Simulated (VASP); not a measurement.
Calculation: PBE GGA, VASP's PBE PAW potentials (set 64) (plane waves; VASP).

A VASP calculation is set up with these files.

POSCAR:
```
Co3As
4.120840
  0.0000000000   0.7071068035   0.7071068035
  0.7071068035   0.0000000000   0.7071068035
  0.7071068035   0.7071068035   0.0000000000
As Co
1 3
Cartesian
  0.0000000000   0.0000000000   0.0000000000
  0.7071068035   0.7071068035   0.7071068035
  0.3535534017   0.3535534017   0.3535534017
  1.0606602052   1.0606602052   1.0606602052
```

KPOINTS:
```
Automatic mesh
0
Gamma
6 6 6
0 0 0
```

**INCAR**
```
# general
SYSTEM   =  Co3As
PREC     =  Accurate
ENCUT    =  400
LREAL    =  F
LASPH    =  T

# electronic loop
EDIFF    =  1E-6
NELM     =  100
ALGO     =  Normal
LMAXMIX  =  4

# smearing
ISMEAR   =  0
SIGMA    =  0.05

# functional
GGA      =  PE

# spin
ISPIN    =  2
MAGMOM   =  0.0 3.0 -3.0 3.0

# ions
ISIF     =  2

# output
LWAVE    =  F
LCHARG   =  F
LORBIT   =  10
```

POTCAR, in this order: As Co (PBE.64 set). Program: vasp_std.

What VASP printed:

**OUTCAR**
```
 ion  position               nearest neighbor table
   1  0.000  0.000  0.000-   4 2.52   4 2.52   4 2.52   3 2.52   4 2.52   3 2.52   3 2.52   3 2.52
                             2 2.91   2 2.91   2 2.91   2 2.91   2 2.91   2 2.91
   2  0.500  0.500  0.500-   3 2.52   3 2.52   3 2.52   3 2.52   4 2.52   4 2.52   4 2.52   4 2.52
                             1 2.91   1 2.91   1 2.91   1 2.91   1 2.91   1 2.91
   3  0.250  0.250  0.250-   1 2.52   1 2.52   1 2.52   1 2.52   2 2.52   2 2.52   2 2.52   2 2.52
                             4 2.91   4 2.91   4 2.91   4 2.91   4 2.91   4 2.91
   4  0.750  0.750  0.750-   2 2.52   2 2.52   2 2.52   1 2.52   2 2.52   1 2.52   1 2.52   1 2.52
                             3 2.91   3 2.91   3 2.91   3 2.91   3 2.91   3 2.91
  LATTYP: Found a face centered cubic cell.
 ALAT       =     5.8277480000
 Subroutine PRICEL returns:
 Original cell was already a primitive cell.
 Subroutine GETGRP returns: Found 48 space group operations
The static configuration has the point symmetry O_h .
The dynamic configuration has the point symmetry O_h .
 Subroutine GETGRP returns: Found 24 space group operations
The overall configuration has the point symmetry T_d .
 Subroutine INISYM returns: Found 24 space group operations
 Subroutine IBZKPT returns following result:
 Found     16 irreducible k-points:

 Following reciprocal coordinates:
            Coordinates               Weight
  0.000000  0.000000  0.000000      1.000000
  0.166667  0.000000  0.000000      8.000000
  0.333333  0.000000  0.000000      8.000000
  0.500000  0.000000  0.000000      4.000000
  0.166667  0.166667  0.000000      6.000000
  0.333333  0.166667  0.000000     24.000000
  0.500000  0.166667  0.000000     24.000000
 -0.333333  0.166667  0.000000     24.000000
 -0.166667  0.166667  0.000000     12.000000
  0.333333  0.333333  0.000000      6.000000
  0.500000  0.333333  0.000000     24.000000
 -0.333333  0.333333  0.000000     12.000000
  0.500000  0.500000  0.000000      3.000000
  0.500000  0.333333  0.166667     24.000000
 -0.333333  0.333333  0.166667     24.000000
 -0.333333  0.500000  0.166667     12.000000
...
```

File OSZICAR:
```
       N       E                     dE             d eps       ncg     rms          rms(c)
DAV:   1     0.174309248385E+03    0.17431E+03   -0.12198E+04  1408   0.147E+03
DAV:   2    -0.175457702405E+02   -0.19186E+03   -0.18214E+03  1408   0.315E+02
DAV:   3    -0.269366509822E+02   -0.93909E+01   -0.88262E+01  1650   0.890E+01
DAV:   4    -0.271653490131E+02   -0.22870E+00   -0.22731E+00  1604   0.127E+01
DAV:   5    -0.271735484726E+02   -0.81995E-02   -0.81968E-02  1868   0.212E+00    0.184E+01
DAV:   6    -0.281175071318E+02   -0.94396E+00   -0.49771E+01  1660   0.995E+01    0.182E+01
DAV:   7    -0.271765183470E+02    0.94099E+00   -0.17526E+01  1660   0.956E+01    0.214E+01
DAV:   8    -0.251449311254E+02    0.20316E+01   -0.70336E+00  1686   0.595E+01    0.537E+00
DAV:   9    -0.258568223040E+02   -0.71189E+00   -0.21774E+00  1978   0.376E+01    0.138E+01
DAV:  10    -0.251009141871E+02    0.75591E+00   -0.12306E+00  1884   0.308E+01    0.189E+00
DAV:  11    -0.251016668628E+02   -0.75268E-03   -0.11573E-01  1532   0.347E+00    0.809E-01
DAV:  12    -0.250995525414E+02    0.21143E-02   -0.12938E-02  1788   0.160E+00    0.362E-01
DAV:  13    -0.250994420585E+02    0.11048E-03   -0.25500E-03  1928   0.902E-01    0.187E-01
DAV:  14    -0.250994152157E+02    0.26843E-04   -0.44281E-04  1784   0.398E-01    0.469E-02
DAV:  15    -0.250994074479E+02    0.77677E-05   -0.57784E-05  1756   0.958E-02    0.185E-02
DAV:  16    -0.250994077026E+02   -0.25463E-06   -0.72996E-06  1688   0.354E-02
   1 F= -.25099408E+02 E0= -.25096854E+02  d E =-.510823E-02  mag=     1.3783
```

### OUTCAR
```
------------------------ aborting loop because EDIFF is reached ----------------------------------------
  FORCE on cell =-STRESS in cart. coord.  units (eV):
  Direction    XX          YY          ZZ          XY          YZ          ZX
  --------------------------------------------------------------------------------------
  Total       -3.7379145     -3.7379145     -3.7379145      0.0000000      0.0000000     -0.0000000
  in kB     -121.0312846   -121.0312846   -121.0312846      0.0000000      0.0000000     -0.0000000
  external PRESSURE =    -121.0312846 kB  Pullay stress =       0.0000000 kB
  volume of cell :       49.48
      direct lattice vectors                 reciprocal lattice vectors
     0.000000000  2.913874000  2.913874000    -0.171592869  0.171592869  0.171592869
     2.913874000  0.000000000  2.913874000     0.171592869 -0.171592869  0.171592869
     2.913874000  2.913874000  0.000000000     0.171592869  0.171592869 -0.171592869
 POSITION                                       TOTAL-FORCE (eV/Angst)
 -----------------------------------------------------------------------------------
      0.00000      0.00000      0.00000         0.000000     -0.000000      0.000000
      2.91387      2.91387      2.91387         0.000000     -0.000000     -0.000000
      1.45694      1.45694      1.45694        -0.000000     -0.000000     -0.000000
      4.37081      4.37081      4.37081         0.000000      0.000000      0.000000
 -----------------------------------------------------------------------------------
    total drift:                               -0.000000     -0.000000     -0.000000
  FREE ENERGIE OF THE ION-ELECTRON SYSTEM (eV)
  ---------------------------------------------------
  free  energy   TOTEN  =       -25.0994077026 eV

  energy  without entropy=      -25.0942994744  energy(sigma->0) =      -25.09685359

 total charge

# of ion       s       p       d       tot
------------------------------------------
    1        1.182   1.408   0.115   2.706
    2        0.402   0.391   7.343   8.135
    3        0.375   0.417   7.421   8.213
    4        0.385   0.428   7.397   8.210
--------------------------------------------------
tot          2.344   2.643  22.276  27.263

 magnetization (x)

# of ion       s       p       d       tot
------------------------------------------
    1       -0.000  -0.001  -0.002  -0.003
    2        0.006   0.002   1.341   1.349
    3       -0.009  -0.013  -0.917  -0.939
    4       -0.013  -0.003   1.009   0.994
--------------------------------------------------
tot         -0.016  -0.015   1.432   1.401
```
(Selected blocks of OUTCAR.)

The structure was generated: Co3As was put into the D03 type (Fm-3m), which need not be its known phase. The cell was not relaxed at this level. The k-mesh is coarse (spacing up to 0.31 per Å, 2π included), so the numbers may not be converged in it. The run is one of a series of settings (MAGMOM = 0.0 3.0 -3.0 3.0 against the base run), some of them coarse on purpose.
